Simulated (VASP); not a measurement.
An input for Ansatz (written as the equivalent of a VASP run, and not itself run):

Ansatz 0.2 input:
```yaml
crystal:
  lattice:
    - [0.0000000, 2.4988931, 2.4988931]
    - [2.4988931, 0.0000000, 2.4988931]
    - [2.4988931, 2.4988931, 0.0000000]
  atoms:
    - { symbol: Ca, position: [0.0000000, 1.0000000, 0.0000000] }
    - { symbol: F, position: [0.2500000, 0.2500000, 0.2500000] }
    - { symbol: F, position: [0.7500000, 0.7500000, 0.7500000] }
kpoints:
  mp_grid: { grid: [8, 8, 8] }
hamiltonian:
  xc: pbe
  pseudopotentials: { kind: paw }
scf:
  occupations: { method: gaussian, width: 0.05 }
  max_iter: 100
relax:
  max_steps: 40
  f_tol: 0.02
  cell: { p_target: 45 }
output: { forces: true, stress: true, eigenvalues: true }
```

### Question
Write the VASP files for the same calculation (PBE).

### Answer
One answer among several that fit: 
KPOINTS:
```
Automatic mesh
0
Gamma
8 8 8
0 0 0
```

INCAR:
```
! general
SYSTEM =CaF2
PREC   =Accurate
ENCUT  =620
LREAL  =.FALSE.
LASPH  =.TRUE.

! electronic loop
EDIFF  =1E-6   ! SCF stop (eV)
NELM   =100   ! most electronic steps
ALGO   =Normal

! smearing
ISMEAR =0   ! Gaussian
SIGMA  =0.05

! functional
GGA    =PE   ! PBE

! ions
IBRION =2   ! conjugate gradients
NSW    =40
ISIF   =3
EDIFFG =-0.02   ! ionic stop
PSTRESS=450   ! kbar

! output
LWAVE  =.FALSE.
LCHARG =.FALSE.
```

POSCAR:
```
CaF2
1
   -0.0000000000     2.4988930795     2.4988930795
    2.4988930795    -0.0000000000     2.4988930795
    2.4988930795     2.4988930795     0.0000000000
Ca F
1 2
Direct
  0.0000000000   1.0000000000   0.0000000000
  0.2500000000   0.2500000000   0.2500000000
  0.7500000000   0.7500000000   0.7500000000
```

POTCAR, in this order: Ca_sv F (PBE.64 set). Program: vasp_std.

Limits of the translation: each code has its own PAW files, so the cut-off isn't converted (ENCUT is set for VASP's; basis.ecutwfc is left out, and Ansatz then takes the one that its files recommend); Ansatz stops its SCF on the density residual and VASP on the energy change (EDIFF).

The compound is CaF2 in the fluorite structure. It was relaxed first under an external pressure of 45 GPa.
